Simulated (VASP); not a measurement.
Ca7VO8: single point with PBEsol+U

Ca7VO8:

```
CELL_PARAMETERS angstrom
0.00000 4.81500 4.81500
4.81500 0.00000 4.81500
4.81500 4.81500 0.00000
ATOMIC_POSITIONS crystal
V 0.00000 0.00000 0.00000
Ca 0.00000 0.00000 0.50000
Ca 0.00000 0.50000 0.00000
Ca 0.00000 0.50000 0.50000
Ca 0.50000 0.00000 0.00000
Ca 0.50000 0.00000 0.50000
Ca 0.50000 0.50000 0.00000
Ca 0.50000 0.50000 0.50000
O 0.25000 0.25000 0.25000
O 0.24504 0.24504 0.75496
O 0.24504 0.75496 0.24504
O 0.24504 0.75496 0.75496
O 0.75496 0.24504 0.24504
O 0.75496 0.24504 0.75496
O 0.75496 0.75496 0.24504
O 0.75000 0.75000 0.75000
```

```yaml
Program: VASP 6.6.1
Task: single point
Functional: PBEsol
Potentials_or_basis: VASP PAW PBE potentials, release 64 (V_sv, Ca_sv, O)
Cutoff: 520 eV
k_mesh: 3 × 3 × 3
Occupations: gaussian, width 0.05 eV
Spin: collinear spin, typed start
Starting_moments: "[0.75, 0.0, 0.0, 0.0, 0.0, 0.0, 0.0, 0.0, 0.0, 0.0, 0.0, 0.0, 0.0, 0.0, 0.0, 0.0] μB"
Fixed_moment: 0.75 μB
Hubbard_terms: V d U = 3.0 eV
```

The pressure is -8.4 GPa and the largest force is 0.430 eV/Å. The net moment is 0.75 μB per cell, the site moments are V +0.94; Ca -0.01, -0.02; O +0.00, -0.01 μB and the valence electrons inside the program's atomic spheres are V 11.09; Ca 8.22, 8.19; O 4.97, 4.95.

Forces in eV/Å, atoms in the order of the input:
```
V    0.000  0.000  0.000
Ca   0.000  0.000  0.000
Ca   0.000  0.000  0.000
Ca   0.000  0.000  0.000
Ca   0.000  0.000  0.000
Ca   0.000  0.000  0.000
Ca   0.000  0.000  0.000
Ca   0.000  0.000  0.000
O    0.000  0.000  0.000
O    0.000  0.000 -0.430
O    0.000 -0.430  0.000
O    0.430  0.000  0.000
O   -0.430  0.000  0.000
O    0.000  0.430  0.000
O    0.000  0.000  0.430
O    0.000  0.000  0.000
```

Eigenvalues of the final occupation matrices:
```csv
site,spin,trace,eigenvalues
site 1 d,1,1.90,0.12 0.12 0.56 0.56 0.56
site 1 d,2,0.97,0.10 0.10 0.26 0.26 0.26
```

Wall time 5.3 min on 1 thread of AMD EPYC 9R45 96-Core Processor (Zen 5) (shared host), peak memory 0.53 GiB.

Caveat: the k mesh is coarse (spacing up to 0.38 Å⁻¹), so the values aren't converged; the PAW data sets were made with another functional, which shifts forces and pressure a little; the total moment is fixed, so each spin has its own Fermi level. The state reached can hang on the start; a lower one may exist.
